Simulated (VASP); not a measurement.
Given:

```
CELL_PARAMETERS angstrom
      0.00000     2.18000     2.18000
      2.18000     0.00000     2.18000
      2.18000     2.18000     0.00000
ATOMIC_POSITIONS crystal
  Si 0.00000 0.00000 0.00000
  C  0.25000 0.25000 0.25000
```

These are PBEsol GGA, VASP's PBE PAW potentials (set 64) (plane waves; VASP 6.6.1) values and carry that method's errors. Run with 600 eV cut-off, 10×10×10 Γ-centred mesh, Gaussian smearing of 0.050 eV, potentials Si C.

Q: Predict the energy per atom (σ→0), band gap (on the k-mesh) with the smallest direct gap where there is one.

A: 
```yaml
band gap (on the k-mesh): 1.24 eV
smallest direct gap (on the k-mesh): 4.44 eV
energy per atom (σ→0): -7.958 eV/atom
```

Total energies compare only between runs with the same potentials, cut-off and functional.

The compound is SiC in the zinc blende structure. The cell was not relaxed at this level.
